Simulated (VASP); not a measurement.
# Al3BiO3 (R-3m) in VASP: notebook

One crystal, Al3BiO3, is run at these levels: PBE; tasks: relaxation of cell and atoms.

Everything below comes from runs of VASP 6.6.1. Logs are shortened: lines on timing, memory, paths and dates and some standing lists are left out, and cuts for length are marked.

### Step 1. The crystal as given

The structure is trigonal, space group R-3m (No. 166). Conventional cell: a = 5.234 Å, b = 5.234 Å, c = 13.487 Å, α = 90.00°, β = 90.00°, γ = 120.00°. Al (site symmetry 2/m) has 4 Al at 2.62 Å and 4 O at 2.71 Å and 2 Bi at 2.71 Å as nearest neighbours. Around Bi (site symmetry -3m) lie 6 O at 2.62 Å and 6 Al at 2.71 Å. O (site symmetry 2/m) is surrounded by 2 Bi at 2.62 Å and 4 O at 2.62 Å and 4 Al at 2.71 Å.

The cell was built by a generator and needn't be a form met in nature.

### Step 2. Relaxation of cell and atoms, PBE

INCAR reads:

```
SYSTEM = Al3BiO3
ALGO = Fast
EDIFF = 1E-4
EDIFFG = -0.08
ENCUT = 520
GGA = PE
IBRION = 2
ISIF = 3
ISMEAR = 0
LASPH = .TRUE.
LCHARG = .FALSE.
LREAL = .FALSE.
LWAVE = .FALSE.
NELM = 60
NSW = 24
PREC = Normal
SIGMA = 0.15
```

KPOINTS reads:

```
k-points
0
G
  3 3 3
  0 0 0
```

POSCAR reads:

```
Al3BiO3
1.0
    2.6170510900      1.5109551500      4.4957954600
   -2.6170510900      1.5109551500      4.4957954600
    0.0000000000     -3.0219103000      4.4957954600
Al Bi O
3 1 3
Direct
    0.5000000000      0.0000000000      0.0000000000
    0.0000000000      0.0000000000      0.5000000000
    0.0000000000      0.5000000000      0.0000000000
    0.0000000000      0.0000000000      0.0000000000
    0.0000000000      0.5000000000      0.5000000000
    0.5000000000      0.5000000000      0.0000000000
    0.5000000000      0.0000000000      0.5000000000
```

Potentials or basis: VASP PAW PBE potentials, release 64 (Al, Bi_d, O).

On the command line:

```console
> cat potpaw_PBE.64/Al/POTCAR potpaw_PBE.64/Bi_d/POTCAR potpaw_PBE.64/O/POTCAR > POTCAR
> mpirun -np 1 vasp_std > vasp.out
```

OUTCAR:

```text
SYSTEM = Al3BiO3
   EDIFF = 1E-4
   EDIFFG = -0.08
   ENCUT = 520
   GGA = PE
   IBRION = 2
   ISIF = 3
   ISMEAR = 0
   LASPH = .TRUE.
   LREAL = .FALSE.
   NELM = 60
   NSW = 24
   PREC = Normal

 ion  position               nearest neighbor table
   1  0.500  0.000  0.000-   2 2.62   2 2.62   3 2.62   3 2.62   4 2.71   4 2.71
   2  0.000  0.000  0.500-   1 2.62   3 2.62   3 2.62   1 2.62   4 2.71   4 2.71
   3  0.000  0.500  0.000-   2 2.62   2 2.62   1 2.62   1 2.62   4 2.71   4 2.71
   4  0.000  0.000  0.000-   5 2.62   7 2.62   5 2.62   7 2.62   6 2.62   6 2.62   2 2.71   2 2.71
                             1 2.71   1 2.71   3 2.71   3 2.71
   5  0.000  0.500  0.500-   4 2.62   4 2.62
   6  0.500  0.500  0.000-   4 2.62   4 2.62
   7  0.500  0.000  0.500-   4 2.62   4 2.62

  LATTYP: Found a trigonal (rhomboedric) cell.
 ALAT       =     5.4170212009
 COS(alpha) =     0.5331973352

  Lattice vectors:

 A1 = (   2.6170510900,   1.5109551500,   4.4957954600)
 A2 = (  -2.6170510900,   1.5109551500,   4.4957954600)
 A3 = (   0.0000000000,  -3.0219103000,   4.4957954600)

Analysis of symmetry for initial positions (statically):
=====================================================================
 Subroutine PRICEL returns:
 Original cell was already a primitive cell.

 Routine SETGRP: Setting up the symmetry group for a
 trigonal (rhombohedral) supercell.

 Subroutine GETGRP returns: Found 12 space group operations
 (whereof 12 operations were pure point group operations)
 out of a pool of 12 trial point group operations.

The static configuration has the point symmetry D_3d.

Analysis of symmetry for dynamics (positions and initial velocities):
=====================================================================
 Subroutine PRICEL returns:
 Original cell was already a primitive cell.

 Routine SETGRP: Setting up the symmetry group for a
 trigonal (rhombohedral) supercell.

 Subroutine GETGRP returns: Found 12 space group operations
 (whereof 12 operations were pure point group operations)
 out of a pool of 12 trial point group operations.

The dynamic configuration has the point symmetry D_3d.

 Subroutine INISYM returns: Found 12 space group operations
 (whereof 12 operations are pure point group operations),
 and found     1 'primitive' translations

----------------------------------------------------------------------------------------

                                     Primitive cell

  volume of cell :     106.6649

  direct lattice vectors                    reciprocal lattice vectors
     2.617051090  1.510955150  4.495795460     0.191054734  0.110305502  0.074143349
    -2.617051090  1.510955150  4.495795460    -0.191054734  0.110305502  0.074143349
     0.000000000 -3.021910300  4.495795460     0.000000000 -0.220611004  0.074143349

  length of vectors
     5.417021201  5.417021201  5.417021200     0.232736872  0.232736872  0.232736872

  position of ions in fractional coordinates (direct lattice)
     0.500000000  0.000000000  1.000000000
     1.000000000  1.000000000  0.500000000
     0.000000000  0.500000000  1.000000000
     0.000000000  0.000000000  0.000000000
     1.000000000  0.500000000  0.500000000
     0.500000000  0.500000000  1.000000000
     0.500000000  1.000000000  0.500000000

  ion indices of the primitive-cell ions
   primitive index   ion index
                 1           1
                 2           2
                 3           3
                 4           4
                 5           5
                 6           6
                 7           7

----------------------------------------------------------------------------------------

 KPOINTS: k-points

Automatic generation of k-mesh.
 Grid dimensions read from file:
 generate k-points for:    3    3    3

 Generating k-lattice:

  Cartesian coordinates                     Fractional coordinates (reciprocal lattice)
     0.063684911  0.036768501  0.024714450     0.333333333 -0.000000000  0.000000000
    -0.063684911  0.036768501  0.024714450    -0.000000000  0.333333333  0.000000000
     0.000000000 -0.073537001  0.024714450     0.000000000  0.000000000  0.333333333

  Length of vectors
     0.077578957  0.077578957  0.077578957

  Shift w.r.t. Gamma in fractional coordinates (k-lattice)
     0.000000000  0.000000000  0.000000000

 Subroutine IBZKPT returns following result:
 ===========================================

 Found      6 irreducible k-points:

 Following reciprocal coordinates:
            Coordinates               Weight
  0.000000  0.000000  0.000000      1.000000
  0.333333 -0.000000  0.000000      6.000000
  0.333333  0.333333  0.000000      6.000000
 -0.333333  0.333333  0.000000      6.000000
  0.333333  0.333333  0.333333      2.000000
 -0.333333  0.333333  0.333333      6.000000
   k-points           NKPTS =      6   k-points in BZ     NKDIM =      6   number of bands    NBANDS=     25
   number of dos      NEDOS =    301   number of ions     NIONS =      7
   total plane-waves  NPLWV =  27000
   dimension x,y,z NGX =    30 NGY =   30 NGZ =   30
   dimension x,y,z NGXF=    60 NGYF=   60 NGZF=   60
   ions per type =               3   1   3
   NGX,Y,Z   is equivalent  to a cutoff of   9.21,  9.21,  9.21 a.u.
   NGXF,Y,Z  is equivalent  to a cutoff of  18.41, 18.41, 18.41 a.u.
 SYSTEM =  Al3BiO3
   PREC   = normal    normal or accurate (medium, high low for compatibility)
   ISTART =      0    job   : 0-new  1-cont  2-samecut
   ICHARG =      2    charge: 1-file 2-atom 10-const
   ISPIN  =      1    spin polarized calculation?
   LNONCOLLINEAR =      F non collinear calculations
   LSORBIT =      F    spin-orbit coupling
   LASPH  =      T    aspherical Exc in radial PAW
   ENCUT  =  520.0 eV  38.22 Ry    6.18 a.u.  10.07 10.07 10.07*2*pi/ulx,y,z
   NELM   =     60;   NELMIN=  2; NELMDL= -5     # of ELM steps
   EDIFF  = 0.1E-03   stopping-criterion for ELM
   LREAL  =      F    real-space projection
   EDIFFG = -.8E-01   stopping-criterion for IOM
   NSW    =     24    number of steps for IOM
   IBRION =      2    ionic relax: 0-MD 1-quasi-New 2-CG
   NFREE  =      1    steps in history (QN), initial steepest desc. (CG)
   ISIF   =      3    stress and relaxation
   ISYM   =      2    0-nonsym 1-usesym 2-fastsym
   POTIM  = 0.5000    time-step for ionic-motion
   TEBEG  =    0.0;   TEEND  =   0.0 temperature during run
   PSTRESS=    0.0 pullay stress
   NELECT =      42.0000    total number of electrons
   NUPDOWN=      -1.0000    fix difference up-down
   EMIN   =  10.00;   EMAX   =-10.00  energy-range for DOS
   EFERMI =   0.00;   METHOD = LEGACY
   ISMEAR =     0;   SIGMA  =   0.15  broadening in eV -4-tet -1-fermi 0-gaus
   EFERMI_NEDOS =   21; number of points for ismear=-14 and -15
   IALGO  =     68    algorithm
   IMIX   =      4    mixing-type and parameters
     AMIX     =   0.40;   BMIX     =  1.00
     AMIX_MAG =   1.60;   BMIX_MAG =  1.00
  volume/ion in A,a.u.               =      15.24       102.83
  Fermi-wavevector in a.u.,A,eV,Ry     =   1.199916  2.267512 19.589637  1.439798
  Thomas-Fermi vector in A             =   2.335766
   LORBIT       =      0    0 simple, 1 ext, 2 COOP (PROOUT), +10 PAW based schemes
   GGA     = PE    functional components
   LHFCALC =     F    Hartree Fock is set to
   AEXX    =    0.0000 exact exchange contribution
   IVDW    =     0    specifies the selected vdW correction
   LEPSILON=     F    determine dielectric tensor
   LRPA    =     F    only Hartree local field effects (RPA)
 conjugate gradient relaxation of ions
 non-spin polarized calculation
 RMM-DIIS sequential band-by-band and
 Gauss-broadening in eV      SIGMA  =   0.15
  energy-cutoff  :      520.00
  volume of cell :      106.66
 maximum number of plane-waves:      2876
   NGX = 21   NGY = 21   NGZ = 21

--------------------------------------- Ionic step        1  -------------------------------------------

 number of electron      42.0000036 magnetization

 Free energy of the ion-electron system (eV)
  ---------------------------------------------------
  ext. energy  EPLUGINS =         0.00000000
  ---------------------------------------------------
  free energy    TOTEN  =       -26.41859068 eV

  energy without entropy =      -26.29177136  energy(sigma->0) =      -26.35518102

 E-fermi :   6.0026     XC(G=0): -10.2865

 val. band max:        5.9992312569   @ k =  -0.3333   0.3333   0.0000
 cond. band min:       6.0148766910   @ k =   0.3333  -0.0000   0.0000
 fundamental gap:      0.0156454341
 Fermi energy:         6.0026213182

 k-point     1 :       0.0000    0.0000    0.0000
  band No.  band energies     occupation
      1     -17.4141      2.00000
      2     -17.4081      2.00000
      3     -17.4081      2.00000
      4     -17.2377      2.00000
      5     -17.2377      2.00000
      6     -11.7960      2.00000
[... 17 lines left out ...]
     24       7.3228      0.00000
     25       8.2871      0.00000
[... 201 lines left out ...]
 POSITION                                       TOTAL-FORCE (eV/Angst)
 -----------------------------------------------------------------------------------
     -1.34441      2.32858      6.96986         0.000000     -0.000000      0.000000
      0.00000      1.55239     11.61643         0.000000     -0.000000     -0.000000
      1.34441      2.32858      6.96986         0.000000     -0.000000     -0.000000
      0.00000      3.10478      9.29315        -0.000000      0.000000      0.000000
      1.34441      0.77619      9.29315         0.000000     -0.000000      0.000000
      0.00000     -1.55239      9.29315         0.000000     -0.000000     -0.000000
     -1.34441      0.77619      9.29315         0.000000     -0.000000     -0.000000
 -----------------------------------------------------------------------------------
    total drift:                               -0.000000      0.000000      0.000000

  FREE ENERGIE OF THE ION-ELECTRON SYSTEM (eV)
  ---------------------------------------------------
  free  energy   TOTEN  =       -26.5733587527 eV

  energy  without entropy=      -26.4504821480  energy(sigma->0) =      -26.51192045

--------------------------------------- Ionic step        3  -------------------------------------------

 number of electron      41.9999976 magnetization

 Free energy of the ion-electron system (eV)
  ---------------------------------------------------
  ext. energy  EPLUGINS =         0.00000000
  ---------------------------------------------------
  free energy    TOTEN  =       -26.57661385 eV

  energy without entropy =      -26.45263023  energy(sigma->0) =      -26.51462204

 E-fermi :   5.1554     XC(G=0):  -9.9589

 val. band max:        5.1276566903   @ k =   0.3333  -0.0000   0.0000
 cond. band min:       5.1559638964   @ k =  -0.3333   0.3333   0.0000
 fundamental gap:      0.0283072062
 Fermi energy:         5.1553799116

 k-point     1 :       0.0000    0.0000    0.0000
  band No.  band energies     occupation
      1     -18.1347      2.00000
      2     -18.1347      2.00000
      3     -18.1339      2.00000
      4     -17.9925      2.00000
      5     -17.9925      2.00000
      6     -12.1934      2.00000
[... 17 lines left out ...]
     24       6.4511      0.00000
     25       7.2612      0.00000
[... 160 lines left out ...]
 POSITION                                       TOTAL-FORCE (eV/Angst)
 -----------------------------------------------------------------------------------
      1.33915      0.77316      2.31223        -0.000000      0.000000     -0.000000
      0.00000     -1.54631      2.31223         0.000000      0.000000     -0.000000
     -1.33915      0.77316      2.31223        -0.000000      0.000000     -0.000000
      0.00000     -0.00000      0.00000         0.000000      0.000000      0.000000
     -1.33915     -0.77316      4.62447         0.000000      0.000000      0.000000
      0.00000      1.54631      4.62447         0.000000     -0.000000     -0.000000
      1.33915     -0.77316      4.62447         0.000000      0.000000     -0.000000
 -----------------------------------------------------------------------------------
    total drift:                               -0.000000      0.000000      0.000000

  FREE ENERGIE OF THE ION-ELECTRON SYSTEM (eV)
  ---------------------------------------------------
  free  energy   TOTEN  =       -26.5766138525 eV

  energy  without entropy=      -26.4526302331  energy(sigma->0) =      -26.51462204

 reached required accuracy - stopping structural energy minimisation
```

Wall time 43 s (1 thread of Intel Xeon Platinum 8488C (Sapphire Rapids), shared host); peak memory 0.18 GiB.

What came out:

```yaml
Free_energy: -26.5766 eV
Relaxed_volume: 16.42 Å³/atom
Relaxed_cell: a = 5.563 Å, b = 5.563 Å, c = 5.563 Å, α = 57.56°, β = 57.56°, γ = 57.56°
Space_group_after_relaxing_to_0.05_Å: R-3m (No. 166)
Energy_gained_by_relaxing: 22.6 meV/atom
Ionic_steps: 3
Pressure_after_relaxing: 0.1 GPa
Band_gap_on_the_k_mesh: none (metal or under the smearing width)
```

Stress tensor (GPa, compression positive):
```
-0.24  0.00  0.00
 0.00 -0.24  0.00
 0.00  0.00  0.76
```

Step by step:
| step | energy change (eV) | largest force (eV/Å) | pressure (GPa) | volume (Å³) |
| --- | --- | --- | --- | --- |
| 1 | 0.0000 | 0.0000 | 6.42 | 106.66 |
| 2 | -0.1548 | 0.0000 | -0.99 | 116.37 |
| 3 | -0.1580 | 0.0000 | 0.10 | 114.91 |

Final structure:
```
Al Bi O
1.0
     2.67829    1.54631    4.62447
    -2.67829    1.54631    4.62447
     0.00000   -3.09263    4.62447
Al Bi O
3 1 3
Cartesian
  1.3391 0.7732 2.3122
  0.0000 -1.5463 2.3122
  -1.3391 0.7732 2.3122
  0.0000 0.0000 0.0000
  -1.3391 -0.7732 4.6245
  0.0000 1.5463 4.6245
  1.3391 -0.7732 4.6245
```

Caveat: the k mesh is coarse (spacing up to 0.49 Å⁻¹), so the values aren't converged; spin-orbit coupling is left out, which moves the levels of the heavy elements; the relaxation stopped at a loose force limit of 0.08 eV/Å, so its end isn't a converged minimum.

### Step 3. Relaxation of cell and atoms, PBE

This run uses another cell than the first one, of 15.57 Å³/atom, 1.022 times its volume.

INCAR is that of step 2.

KPOINTS is that of step 2.

POSCAR reads:

```
Al3BiO3
1.0
    5.0927498700      0.0000000000      0.0000000000
   -2.5463749300      4.4104507600      0.0000000000
    0.0000000000      0.0000000000      4.8530181800
Al Bi O
3 1 3
Direct
    0.5000000000      0.0000000000      0.5000000000
    0.0000000000      0.5000000000      0.5000000000
    0.5000000000      0.5000000000      0.5000000000
    0.0000000000      0.0000000000      0.5000000000
    0.3333333300      0.6666666700      0.5000000000
    0.6666666700      0.3333333300      0.5000000000
    0.0000000000      0.0000000000      0.0000000000
```

Potentials or basis: VASP PAW PBE potentials, release 64 (Al, Bi_d, O).

On the command line:

```console
> cat potpaw_PBE.64/Al/POTCAR potpaw_PBE.64/Bi_d/POTCAR potpaw_PBE.64/O/POTCAR > POTCAR
> mpirun -np 1 vasp_std > vasp.out
```

It took 2.2 min on 1 thread of Intel Xeon Platinum 8488C (Sapphire Rapids), shared host; peak memory 0.17 GiB.

It converged, with:

```yaml
Free_energy: -34.5759 eV
Relaxed_volume: 21.31 Å³/atom
Relaxed_cell: a = 6.220 Å, b = 6.220 Å, c = 4.454 Å, α = 90.00°, β = 90.00°, γ = 120.00°
Space_group_after_relaxing_to_0.05_Å: P6/mmm (No. 191)
Energy_gained_by_relaxing: 2016.0 meV/atom
Ionic_steps: 13
Pressure_after_relaxing: -0.1 GPa
Band_gap_on_the_k_mesh: none (metal or under the smearing width)
```

Stress tensor (GPa, compression positive):
```
-0.06  0.00  0.00
 0.00 -0.06  0.00
 0.00  0.00 -0.30
```

Step by step:
```
step  energy change (eV)  largest force (eV/Å)  pressure (GPa)  volume (Å³)
   1              0.0000                0.0000           80.17       109.01
   2              0.9704                0.0000          -25.13       264.67
   3            -13.5593                0.0000           -7.14       169.71
   4            -13.7897                0.0000           -4.22       164.16
   5            -13.8247                0.0000           -2.57       160.75
   6            -13.8224                0.0000           -1.76       159.62
   7            -14.0325                0.0000           -0.66       153.59
   8            -14.1035                0.0000            0.20       149.24
   9            -14.1076                0.0000            0.83       147.24
  10            -14.1084                0.0000            0.82       147.69
  11            -14.1082                0.0000            0.70       148.14
  12            -14.1088                0.0000           -0.74       150.16
  13            -14.1119                0.0000           -0.14       149.20
```

Final structure:
```
Al Bi O
1.0
     6.21970    0.00000    0.00000
    -3.10985    5.38642    0.00000
     0.00000    0.00000    4.45360
Al Bi O
3 1 3
Direct
  0.50000 0.00000 0.50000
  0.00000 0.50000 0.50000
  0.50000 0.50000 0.50000
  0.00000 0.00000 0.50000
  0.33333 0.66667 0.50000
  0.66667 0.33333 0.50000
  0.00000 0.00000 0.00000
```

Levels at points of the mesh, in eV from the Fermi level:
```csv
k point,band 18,band 19,band 20,band 21,band 22,band 23,band 24,band 25
"(0.00, 0.00, 0.00)",-3.93,-2.89,-0.85,-0.84,-0.03,-0.03,2.76,3.85
```

Caveat: the k mesh is coarse (spacing up to 0.47 Å⁻¹), so the values aren't converged; the volume moved by over 15 % at a fixed basis, so the end points are rough; spin-orbit coupling is left out, which moves the levels of the heavy elements; the relaxation stopped at a loose force limit of 0.08 eV/Å, so its end isn't a converged minimum.

(Part 1 of 2 ends here.)
